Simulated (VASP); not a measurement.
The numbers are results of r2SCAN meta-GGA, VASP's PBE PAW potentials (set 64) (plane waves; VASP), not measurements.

VASP input:

### INCAR
```
SYSTEM = TiAl
PREC = Accurate
ENCUT = 400
EDIFF = 1E-6
NELM = 100
ALGO = Normal
LREAL = .FALSE.
LASPH = .TRUE.
ISMEAR = 1
SIGMA = 0.1
METAGGA = R2SCAN
LMIXTAU = .TRUE.
LMAXMIX = 4
LWAVE = .FALSE.
LCHARG = .FALSE.
IBRION = 2
ISIF = 3
NSW = 60
EDIFFG = -0.01
```

**POSCAR**
```
TiAl
1
    3.6530000000     0.0000000000     0.0000000000
    0.0000000000     3.6530000000     0.0000000000
    0.0000000000     0.0000000000     3.6530000000
Ti Al
1 1
Direct
  0.0000000000   0.0000000000   0.0000000000
  0.5000000000   0.5000000000   0.5000000000
```

KPOINTS:
```
Automatic
0
gamma
9 9 9
0 0 0
```

POTCAR, in this order: Ti_sv Al (PBE.64 set). Program: vasp_std.

The resulting files:

File OSZICAR:
```
       N       E                     dE             d eps       ncg     rms          rms(c)
DAV:   1     0.627624790698E+02    0.62762E+02   -0.65500E+03   770   0.109E+03
DAV:   2    -0.179612679559E+02   -0.80724E+02   -0.78978E+02   773   0.289E+02
DAV:   3    -0.238232988901E+02   -0.58620E+01   -0.55422E+01  1257   0.740E+01
DAV:   4    -0.240729002650E+02   -0.24960E+00   -0.24700E+00  1069   0.129E+01
DAV:   5    -0.240839677870E+02   -0.11068E-01   -0.11058E-01  1177   0.240E+00    0.906E+00
DAV:   6    -0.193318080554E+02    0.47522E+01   -0.30972E+01  1154   0.601E+01    0.599E+00
DAV:   7    -0.187578132989E+02    0.57399E+00   -0.79501E+00  1142   0.252E+01    0.199E+00
DAV:   8    -0.185740483013E+02    0.18376E+00   -0.74976E-01   991   0.564E+00    0.786E-01
DAV:   9    -0.185788009970E+02   -0.47527E-02   -0.35146E-01   842   0.620E+00    0.795E-01
DAV:  10    -0.187135485569E+02   -0.13475E+00   -0.13755E-01   803   0.423E+00    0.555E-01
DAV:  11    -0.186936494694E+02    0.19899E-01   -0.60192E-02  1151   0.219E+00    0.967E-02
DAV:  12    -0.187088221962E+02   -0.15173E-01   -0.20428E-02   806   0.148E+00    0.572E-02
DAV:  13    -0.187080211333E+02    0.80106E-03   -0.93378E-04  1046   0.355E-01    0.452E-02
DAV:  14    -0.187078670061E+02    0.15413E-03   -0.37453E-05  1045   0.601E-02    0.495E-02
DAV:  15    -0.187085378239E+02   -0.67082E-03   -0.31123E-04   836   0.167E-01    0.227E-02
DAV:  16    -0.187088289584E+02   -0.29113E-03   -0.23961E-04   822   0.155E-01    0.272E-02
DAV:  17    -0.187088212187E+02    0.77398E-05   -0.20206E-05  1192   0.442E-02    0.223E-02
DAV:  18    -0.187088301515E+02   -0.89329E-05   -0.13609E-05   940   0.432E-02    0.607E-03
DAV:  19    -0.187088204379E+02    0.97136E-05   -0.69556E-06   833   0.236E-02    0.358E-03
DAV:  20    -0.187088198717E+02    0.56623E-06   -0.29199E-07   430   0.703E-03
   1 F= -.18708820E+02 E0= -.18707525E+02  d E =-.187088E+02
       N       E                     dE             d eps       ncg     rms          rms(c)
DAV:   1    -0.623507628952E+02   -0.43642E+02   -0.10221E+03   776   0.432E+02    0.493E+01
DAV:   2    -0.223466093771E+02    0.40004E+02   -0.10110E+02   812   0.208E+02    0.182E+01
DAV:   3    -0.198197689787E+02    0.25268E+01   -0.32190E+01  1123   0.647E+01    0.832E+00
DAV:   4    -0.202301318976E+02   -0.41036E+00   -0.12545E+01   928   0.401E+01    0.566E+00
DAV:   5    -0.200099260952E+02    0.22021E+00   -0.93270E+00   837   0.325E+01    0.445E+00
DAV:   6    -0.200867694469E+02   -0.76843E-01   -0.85886E-01   823   0.116E+01    0.177E+00
DAV:   7    -0.201994418551E+02   -0.11267E+00   -0.46936E-01  1107   0.728E+00    0.433E-01
DAV:   8    -0.202223444767E+02   -0.22903E-01   -0.10168E-01   826   0.481E+00    0.298E-01
DAV:   9    -0.202290188311E+02   -0.66744E-02   -0.15429E-02  1139   0.138E+00    0.101E-01
DAV:  10    -0.202283804655E+02    0.63837E-03   -0.34948E-03  1011   0.809E-01    0.532E-02
DAV:  11    -0.202291234380E+02   -0.74297E-03   -0.11742E-03   982   0.450E-01    0.189E-02
DAV:  12    -0.202291001229E+02    0.23315E-04   -0.75977E-05   903   0.106E-01    0.113E-02
DAV:  13    -0.202291095719E+02   -0.94491E-05   -0.32785E-05   844   0.799E-02    0.137E-02
DAV:  14    -0.202291097658E+02   -0.19388E-06   -0.12929E-05  1064   0.504E-02    0.115E-02
DAV:  15    -0.202291064604E+02    0.33054E-05   -0.19636E-06   725   0.247E-02    0.285E-03
DAV:  16    -0.202291067567E+02   -0.29629E-06   -0.10088E-06   434   0.105E-02
   2 F= -.20229107E+02 E0= -.20227886E+02  d E =-.152029E+01
       N       E                     dE             d eps       ncg     rms          rms(c)
DAV:   1    -0.217471004801E+02   -0.15180E+01   -0.29932E+01   843   0.933E+01    0.107E+01
DAV:   2    -0.204121295570E+02    0.13350E+01   -0.12152E+01   934   0.451E+01    0.243E+00
DAV:   3    -0.202804038432E+02    0.13173E+00   -0.78794E-01   936   0.953E+00    0.637E-01
DAV:   4    -0.202873647979E+02   -0.69610E-02   -0.11962E-01   966   0.302E+00    0.230E-01
DAV:   5    -0.203136202453E+02   -0.26255E-01   -0.12807E-01  1089   0.244E+00    0.634E-01
DAV:   6    -0.203114603222E+02    0.21599E-02   -0.10082E-02   879   0.149E+00    0.454E-01
DAV:   7    -0.203171342872E+02   -0.56740E-02   -0.18002E-02   902   0.161E+00    0.127E-01
DAV:   8    -0.203181404830E+02   -0.10062E-02   -0.18287E-03   884   0.542E-01    0.133E-01
DAV:   9    -0.203181729967E+02   -0.32514E-04   -0.22562E-04  1013   0.176E-01    0.784E-02
DAV:  10    -0.203181982875E+02   -0.25291E-04   -0.19622E-04   787   0.238E-01    0.163E-02
DAV:  11    -0.203182148577E+02   -0.16570E-04   -0.56430E-05   770   0.114E-01    0.102E-02
DAV:  12    -0.203182154750E+02   -0.61726E-06   -0.15728E-06   767   0.177E-02
   3 F= -.20318215E+02 E0= -.20317067E+02  d E =-.160940E+01
```

OUTCAR:
```
------------------------ aborting loop because EDIFF is reached ----------------------------------------
  FORCE on cell =-STRESS in cart. coord.  units (eV):
  Direction    XX          YY          ZZ          XY          YZ          ZX
  --------------------------------------------------------------------------------------
  Total        0.0138882      0.0138882      0.0138882     -0.0000000     -0.0000000     -0.0000000
  in kB        0.6974494      0.6974494      0.6974494     -0.0000000     -0.0000000     -0.0000000
  external PRESSURE =       0.6974494 kB  Pullay stress =       0.0000000 kB
  volume of cell :       31.90
      direct lattice vectors                 reciprocal lattice vectors
     3.171621788  0.000000000  0.000000000     0.315296106  0.000000000  0.000000000
    -0.000000000  3.171621788 -0.000000000    -0.000000000  0.315296106 -0.000000000
    -0.000000000  0.000000000  3.171621788    -0.000000000  0.000000000  0.315296106
 POSITION                                       TOTAL-FORCE (eV/Angst)
 -----------------------------------------------------------------------------------
      0.00000      0.00000      0.00000         0.000000      0.000000     -0.000000
      1.58581      1.58581      1.58581        -0.000000      0.000000      0.000000
 -----------------------------------------------------------------------------------
    total drift:                                0.000000      0.000000      0.000000
  FREE ENERGIE OF THE ION-ELECTRON SYSTEM (eV)
  ---------------------------------------------------
  free  energy   TOTEN  =       -20.3182154750 eV

  energy  without entropy=      -20.3147704190  energy(sigma->0) =      -20.31706712

 reached required accuracy - stopping structural energy minimisation
```
(Selected blocks of OUTCAR.)

**CONTCAR**
```
TiAl
   1.00000000000000
     3.1716217876183830    0.0000000000000000    0.0000000000000000
    -0.0000000000000000    3.1716217876183830   -0.0000000000000000
    -0.0000000000000000    0.0000000000000000    3.1716217876183830
  Ti              Al
     1     1
Direct
     0.0000000000000000    0.0000000000000000    0.0000000000000000
     0.5000000000000000    0.5000000000000000    0.5000000000000000
```

Energy and stress use the plane-wave basis of the starting cell.

The structure was generated: TiAl was put into the CsCl type type (Pm-3m), which need not be its known phase. This run relaxes it. Symmetry was kept, so distortions that lower it aren't found. The electron count is odd and the run is not spin-polarised, which forces a metal.
